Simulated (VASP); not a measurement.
TiCo (CsCl type): computed properties

Level of theory: PBEsol GGA, VASP's PBE PAW potentials (set 64) (plane waves; VASP).

| Property | Result |
|---|---|
| space group | Pm-3m (221) |
| cell | a = b = c = 2.927 Å, α = β = γ = 90.00° |
| volume per atom | 12.54 Å³/atom |
| band gap (over mesh and band path) | none (metal, semimetal or under 0.01 eV) |
| Hill bulk modulus | 197 GPa |
| Hill shear modulus | 27.9 GPa |
| Poisson's ratio | 0.432 |
| band gap with spin-orbit coupling | none (metallic) |
| density | 7.07 g/cm³ |
| optical Γ-point spectrum | 225 (×3) cm⁻¹ |
| C11 | 205 GPa |
| C12 | 193 GPa |
| C44 | 65.5 GPa |

```cif
data_CoTi
_chemical_formula_sum 'Ti1 Co1'
_space_group_name_H-M_alt 'P 1'
_space_group_IT_number 1
_cell_length_a 2.92731
_cell_length_b 2.92731
_cell_length_c 2.92731
_cell_angle_alpha 90.000
_cell_angle_beta 90.000
_cell_angle_gamma 90.000
loop_
_space_group_symop_operation_xyz
  'x, y, z'
loop_
_atom_site_label
_atom_site_type_symbol
_atom_site_fract_x
_atom_site_fract_y
_atom_site_fract_z
_atom_site_occupancy
Ti1 Ti 0.00000 0.00000 0.00000 1
Co1 Co 0.50000 0.50000 0.50000 1
```

Measured: a 2.995 Å (computed value off by -2.3 %), as given by Yamada et al., (2019), arXiv:1910.09660. The calculation is for a static lattice, while the measured a holds thermal and zero-point effects, which are part of the difference. Finite-difference elastic constants of metals are sensitive to mesh and smearing; shear constants can be off by tens of GPa.

The compound is TiCo in the CsCl type structure. It was relaxed first, which changed the volume by -6 %. Symmetry was kept, so distortions that lower it aren't found. The run is not spin-polarised, so no magnetic state was tried. The electron count is odd and the run is not spin-polarised, which forces a metal.
